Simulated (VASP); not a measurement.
Crystal: Li4NO.

```xyz
6
Lattice="3.3129 0.0000 0.0000 0.0000 3.3129 0.0000 0.0000 0.0000 4.9365" Properties=species:S:1:pos:R:3 pbc="T T T"
O     1.6564    1.6564    2.4683
N     0.0000    0.0000    0.0000
Li    1.6564    0.0000    1.3025
Li    0.0000    1.6564    3.6340
Li    1.6564    0.0000    3.6340
Li    0.0000    1.6564    1.3025
```

The cell comes from a database or a generator and needn't be the stable form of this composition.

```yaml
Program: VASP 6.6.1
Task: single point
Functional: PBE
Potentials_or_basis: VASP PAW PBE potentials, release 64 (O, N, Li_sv)
Cutoff: 520 eV
k_mesh: 8 × 8 × 6
Occupations: fermi-dirac, width 0.05 eV
Spin: no spin polarisation
```

On this cell: largest force 0.021 eV/Å; band gap on the k mesh none (metal or under the smearing width).

The same run follows on a disturbed copy (atoms moved at random, drawn with an rms of 0.05 Å):

```
O N Li
1.0
     3.31287    0.00000    0.00000
     0.00000    3.31287    0.00000
     0.00000    0.00000    4.93652
O N Li
1 1 4
Cartesian
  1.6582 1.6195 2.4764
  0.0480 -0.0246 0.0214
  1.6412 0.0547 1.3266
  -0.0074 1.7026 3.6020
  1.6579 -0.0222 3.6112
  0.0227 1.6345 1.3227
```

Question: What changes?

Answer: The energy (extrapolated to zero smearing) moves by +7.8 meV/atom; largest force 0.439 eV/Å; band gap on the k mesh none (metal or under the smearing width).

Forces on the atoms (eV/Å):
```
O    0.038  0.260  0.014
N   -0.218  0.107 -0.173
Li   0.178 -0.329 -0.230
Li   0.063 -0.283  0.305
Li   0.031  0.116  0.292
Li  -0.091  0.129 -0.209
```

Caveats: an odd number of electrons without spin polarisation forces a metal; a magnetic or distorted state may lie lower.
